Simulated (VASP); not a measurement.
Data:

```
CELL_PARAMETERS angstrom
      0.00000     2.96000     2.96000
      2.96000     0.00000     2.96000
      2.96000     2.96000     0.00000
ATOMIC_POSITIONS crystal
  Ca 0.00000 0.00000 0.00000
  Se 0.50000 0.50000 0.50000
```

The numbers are results of G0W0 on PBE orbitals, VASP's PBE PAW potentials (set 64) (plane waves; VASP), not measurements. Settings: PREC = Normal, 500 eV cut-off, 6×6×6 Γ-centred mesh, Gaussian smearing of 0.010 eV, potentials Ca_sv_GW Se_GW.

The mesh is coarse and the basis finite, so the quasiparticle values are not converged.

NBANDS = 128, ENCUTGW = 180 eV, NOMEGA = 64. The PBE levels (eV) that the step starts from are:

```json
[
 {"state": "k1 (0.00, 0.00, 0.00), band 5", "KS energy": "-8.14", "filling": "2"},
 {"state": "k1 (0.00, 0.00, 0.00), band 6", "KS energy": "3.65", "filling": "2"},
 {"state": "k1 (0.00, 0.00, 0.00), band 7", "KS energy": "3.65", "filling": "2"},
 {"state": "k1 (0.00, 0.00, 0.00), band 8", "KS energy": "3.65", "filling": "2"},
 {"state": "k1 (0.00, 0.00, 0.00), band 9", "KS energy": "6.97", "filling": "0"},
 {"state": "k1 (0.00, 0.00, 0.00), band 10", "KS energy": "7.36", "filling": "0"},
 {"state": "k1 (0.00, 0.00, 0.00), band 11", "KS energy": "7.36", "filling": "0"},
 {"state": "k1 (0.00, 0.00, 0.00), band 12", "KS energy": "7.36", "filling": "0"},
 {"state": "k6 (0.33, 0.17, 0.00), band 5", "KS energy": "-7.70", "filling": "2"},
 {"state": "k6 (0.33, 0.17, 0.00), band 6", "KS energy": "1.32", "filling": "2"},
 {"state": "k6 (0.33, 0.17, 0.00), band 7", "KS energy": "2.67", "filling": "2"},
 {"state": "k6 (0.33, 0.17, 0.00), band 8", "KS energy": "2.87", "filling": "2"},
 {"state": "k6 (0.33, 0.17, 0.00), band 9", "KS energy": "6.90", "filling": "0"},
 {"state": "k6 (0.33, 0.17, 0.00), band 10", "KS energy": "8.49", "filling": "0"},
 {"state": "k6 (0.33, 0.17, 0.00), band 11", "KS energy": "8.62", "filling": "0"},
 {"state": "k6 (0.33, 0.17, 0.00), band 12", "KS energy": "9.17", "filling": "0"},
 {"state": "k10 (0.33, 0.33, 0.00), band 5", "KS energy": "-7.65", "filling": "2"},
 {"state": "k10 (0.33, 0.33, 0.00), band 6", "KS energy": "1.20", "filling": "2"},
 {"state": "k10 (0.33, 0.33, 0.00), band 7", "KS energy": "2.85", "filling": "2"},
 {"state": "k10 (0.33, 0.33, 0.00), band 8", "KS energy": "2.85", "filling": "2"},
 {"state": "k10 (0.33, 0.33, 0.00), band 9", "KS energy": "6.01", "filling": "0"},
 {"state": "k10 (0.33, 0.33, 0.00), band 10", "KS energy": "8.47", "filling": "0"},
 {"state": "k10 (0.33, 0.33, 0.00), band 11", "KS energy": "8.53", "filling": "0"},
 {"state": "k10 (0.33, 0.33, 0.00), band 12", "KS energy": "9.47", "filling": "0"}
]
```

Give the quasiparticle energies and renormalisation factors Z.

| state | QP energy (eV) | Z |
|---|---|---|
| k1 (0.00, 0.00, 0.00), band 5 | -8.98 | 0.68 |
| k1 (0.00, 0.00, 0.00), band 6 | 2.76 | 0.77 |
| k1 (0.00, 0.00, 0.00), band 7 | 2.76 | 0.77 |
| k1 (0.00, 0.00, 0.00), band 8 | 2.76 | 0.77 |
| k1 (0.00, 0.00, 0.00), band 9 | 7.39 | 0.80 |
| k1 (0.00, 0.00, 0.00), band 10 | 8.63 | 0.77 |
| k1 (0.00, 0.00, 0.00), band 11 | 8.63 | 0.77 |
| k1 (0.00, 0.00, 0.00), band 12 | 8.63 | 0.77 |
| k6 (0.33, 0.17, 0.00), band 5 | -8.51 | 0.68 |
| k6 (0.33, 0.17, 0.00), band 6 | 0.33 | 0.74 |
| k6 (0.33, 0.17, 0.00), band 7 | 1.79 | 0.76 |
| k6 (0.33, 0.17, 0.00), band 8 | 1.99 | 0.76 |
| k6 (0.33, 0.17, 0.00), band 9 | 7.89 | 0.78 |
| k6 (0.33, 0.17, 0.00), band 10 | 9.62 | 0.77 |
| k6 (0.33, 0.17, 0.00), band 11 | 10.26 | 0.75 |
| k6 (0.33, 0.17, 0.00), band 12 | 10.89 | 0.74 |
| k10 (0.33, 0.33, 0.00), band 5 | -8.44 | 0.68 |
| k10 (0.33, 0.33, 0.00), band 6 | 0.18 | 0.74 |
| k10 (0.33, 0.33, 0.00), band 7 | 1.90 | 0.76 |
| k10 (0.33, 0.33, 0.00), band 8 | 1.90 | 0.76 |
| k10 (0.33, 0.33, 0.00), band 9 | 6.86 | 0.79 |
| k10 (0.33, 0.33, 0.00), band 10 | 10.22 | 0.76 |
| k10 (0.33, 0.33, 0.00), band 11 | 9.51 | 0.78 |
| k10 (0.33, 0.33, 0.00), band 12 | 11.39 | 0.73 |
On the mesh the gap opens from 2.04 to 3.70 eV.

The compound is CaSe in the rock salt structure. The cell was not relaxed at this level.
